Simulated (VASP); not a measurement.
Here is the system:

```yaml
crystal:
  lattice:
    - [0.00000, 3.03107, 3.03107]
    - [3.03107, 0.00000, 3.03107]
    - [3.03107, 3.03107, 0.00000]
  atoms:
    - { symbol: Pb, position: [0.00000, 0.00000, 0.00000] }
    - { symbol: S, position: [0.50000, 0.50000, 0.50000] }
```

Calculation: PW91 GGA, VASP's PBE PAW potentials (set 64) (plane waves; VASP). Numerical set-up: 520 eV cut-off, 8×8×8 Γ-centred mesh, Gaussian smearing of 0.050 eV, potentials Pb_d S.

Problem. Give the stress tensor in GPa (positive for a compressed cell).

Solution. 
```
-1.47   0.00   0.00
 0.00  -1.47   0.00
 0.00   0.00  -1.47
```
The pressure is its mean diagonal, -1.47 GPa.

The compound is PbS in the rock salt structure. This cell is one point of a volume scan, at 1.03 of the reference volume.
